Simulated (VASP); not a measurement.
Level of theory: PBE GGA, VASP's PBE PAW potentials (set 64) (plane waves; VASP).

The input files of a VASP run:

KPOINTS:
```
Automatic
0
Gamma
  3 3 3
0 0 0
```

### INCAR
```
# general
SYSTEM  = Te2Mo
PREC    = Accurate
ENCUT   = 400
LREAL   = .FALSE.
LASPH   = .TRUE.

# electronic loop
EDIFF   = 1E-6
NELM    = 100
ALGO    = Normal
LMAXMIX = 4

# smearing
ISMEAR  = 0
SIGMA   = 0.05

# functional
GGA     = PE

# ions
ISIF    = 2

# output
LWAVE   = .FALSE.
LCHARG  = .FALSE.
```

File POSCAR:
```
Te2Mo
4.7427420
  0.0000000000   0.7071067749   0.7071067749
  0.7071067749   0.0000000000   0.7071067749
  0.7071067749   0.7071067749   0.0000000000
Mo Te
1 2
direct
  0.0000000000   0.0000000000   0.0000000000
  0.2500000000   0.2500000000   0.2500000000
  0.7500000000   0.7500000000   0.7500000000
```

POTCAR, in this order: Mo_sv Te (PBE.64 set). Program: vasp_std.

Output of the run:

**OSZICAR**
```
       N       E                     dE             d eps       ncg     rms          rms(c)
DAV:   1     0.111532283634E+03    0.11153E+03   -0.11567E+04   168   0.114E+03
DAV:   2    -0.114693085484E+02   -0.12300E+03   -0.12230E+03   165   0.257E+02
DAV:   3    -0.164112626914E+02   -0.49420E+01   -0.46846E+01   164   0.418E+01
DAV:   4    -0.165369887984E+02   -0.12573E+00   -0.12555E+00   182   0.624E+00
DAV:   5    -0.165382491703E+02   -0.12604E-02   -0.12602E-02   182   0.548E-01    0.117E+01
DAV:   6    -0.164680832719E+02    0.70166E-01   -0.28052E+00   173   0.969E+00    0.558E+00
DAV:   7    -0.162989873421E+02    0.16910E+00   -0.15342E+00   161   0.590E+00    0.449E+00
DAV:   8    -0.162600437995E+02    0.38944E-01   -0.25230E-01   154   0.359E+00    0.903E-01
DAV:   9    -0.162558970014E+02    0.41468E-02   -0.24831E-02   157   0.818E-01    0.422E-01
DAV:  10    -0.162566724972E+02   -0.77550E-03   -0.39430E-03   166   0.321E-01    0.145E-01
DAV:  11    -0.162561656011E+02    0.50690E-03   -0.18722E-03   156   0.169E-01    0.221E-02
DAV:  12    -0.162561861116E+02   -0.20510E-04   -0.10273E-04   172   0.645E-02    0.262E-02
DAV:  13    -0.162561849017E+02    0.12098E-05   -0.51235E-05   152   0.303E-02    0.836E-03
DAV:  14    -0.162561848774E+02    0.24377E-07   -0.17641E-06   107   0.670E-03
   1 F= -.16256185E+02 E0= -.16253046E+02  d E =-.627729E-02
```

### OUTCAR
```
------------------------ aborting loop because EDIFF is reached ----------------------------------------
  FORCE on cell =-STRESS in cart. coord.  units (eV):
  Direction    XX          YY          ZZ          XY          YZ          ZX
  --------------------------------------------------------------------------------------
  Total       -1.2669806     -1.2669806     -1.2669806      0.0000000      0.0000000     -0.0000000
  in kB      -26.9095883    -26.9095883    -26.9095883      0.0000000      0.0000000     -0.0000000
  external PRESSURE =     -26.9095883 kB  Pullay stress =       0.0000000 kB
  volume of cell :       75.44
      direct lattice vectors                 reciprocal lattice vectors
     0.000000000  3.353625000  3.353625000    -0.149092400  0.149092400  0.149092400
     3.353625000  0.000000000  3.353625000     0.149092400 -0.149092400  0.149092400
     3.353625000  3.353625000  0.000000000     0.149092400  0.149092400 -0.149092400
 POSITION                                       TOTAL-FORCE (eV/Angst)
 -----------------------------------------------------------------------------------
      0.00000      0.00000      0.00000         0.000000     -0.000000      0.000000
      1.67681      1.67681      1.67681         0.000000      0.000000      0.000000
      5.03044      5.03044      5.03044        -0.000000     -0.000000     -0.000000
 -----------------------------------------------------------------------------------
    total drift:                                0.000000     -0.000000      0.000000
  FREE ENERGIE OF THE ION-ELECTRON SYSTEM (eV)
  ---------------------------------------------------
  free  energy   TOTEN  =       -16.2561848774 eV

  energy  without entropy=      -16.2499075911  energy(sigma->0) =      -16.25304623
```
(Selected blocks of OUTCAR.)

The structure was generated: Te2Mo was put into the fluorite type (Fm-3m), which need not be its known phase. The cell was not relaxed at this level. The k-mesh is coarse (spacing up to 0.54 per Å, 2π included), so the numbers may not be converged in it. The run is one of a series of settings (KPOINTS 3×3×3 Γ-centred mesh against the base run), some of them coarse on purpose.
